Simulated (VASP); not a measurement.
Computed with LDA (Ceperley-Alder, Perdew-Zunger), VASP's LDA PAW potentials (set 64) (plane waves; VASP).

A VASP calculation is set up with these files.

**POSCAR**
```
InF3
1.0
  2.6021400000   1.5023460000   4.9075070000
 -2.6021400000   1.5023460000   4.9075070000
  0.0000000000  -3.0046920000   4.9075070000
In F
2 6
Direct
  0.5000000000   0.5000000000   0.5000000000
  0.0000000000   0.0000000000   0.0000000000
  0.3957100000   0.7500000000   0.1042900000
  0.6042900000   0.2500000000   0.8957100000
  0.1042900000   0.3957100000   0.7500000000
  0.8957100000   0.6042900000   0.2500000000
  0.7500000000   0.1042900000   0.3957100000
  0.2500000000   0.8957100000   0.6042900000
```

INCAR:
```
SYSTEM  =  InF3
PREC  =  Accurate; ENCUT  =  400; LREAL  =  .FALSE.
LASPH  =  .TRUE.
EDIFF  =  1E-6; NELM  =  100; ALGO  =  Normal
LMAXMIX  =  4
ISMEAR  =  -1; SIGMA  =  0.05
IBRION  =  2; NSW  =  50; ISIF  =  3
EDIFFG  =  -0.01
LWAVE  =  .FALSE.; LCHARG  =  .FALSE.
```

KPOINTS:
```
Automatic mesh
0
Gamma
5 5 5
0 0 0
```

POTCAR, in this order: In_d F (LDA.64 set). Program: vasp_std.

At this cut-off the stress carries a Pulay error, which pulls relaxed volumes low. Energy and stress use the plane-wave basis of the starting cell. Unless said otherwise, spin-orbit coupling is left out, though it shifts the bands of the heavy elements here.

Question: What does the run give for the energy per atom (σ→0), volume per atom, band gap (on the k-mesh)?

Answer: 
```yaml
energy per atom (σ→0): -5.118 eV/atom
band gap (on the k-mesh): 4.26 eV
volume_per_atom: 12.52 Å³/atom
```

**OSZICAR**
```
...
       N       E                     dE             d eps       ncg     rms          rms(c)
DAV:   1    -0.409458291585E+02   -0.41373E-02   -0.46220E-01  1600   0.468E+00    0.508E-01
DAV:   2    -0.409434342903E+02    0.23949E-02   -0.10870E-02  2168   0.107E+00    0.287E-01
DAV:   3    -0.409420151647E+02    0.14191E-02   -0.10498E-03  2328   0.466E-01    0.611E-02
DAV:   4    -0.409419653854E+02    0.49779E-04   -0.25591E-04  2376   0.123E-01    0.322E-02
DAV:   5    -0.409419648977E+02    0.48773E-06   -0.12658E-05  2112   0.468E-02    0.146E-02
DAV:   6    -0.409419645843E+02    0.31341E-06   -0.19037E-06  1128   0.128E-02
  13 F= -.40941965E+02 E0= -.40941965E+02  d E =-.199481E-02
```

The structure comes from a computed database's InF3 entry (R-3c); how it stands against other phases isn't given here. This run relaxes it. Symmetry was kept, so distortions that lower it aren't found. The run is one of a series of settings (EDIFFG = -0.01, IBRION = 2, ISIF = 3, NSW = 50 against the base run), some of them coarse on purpose.
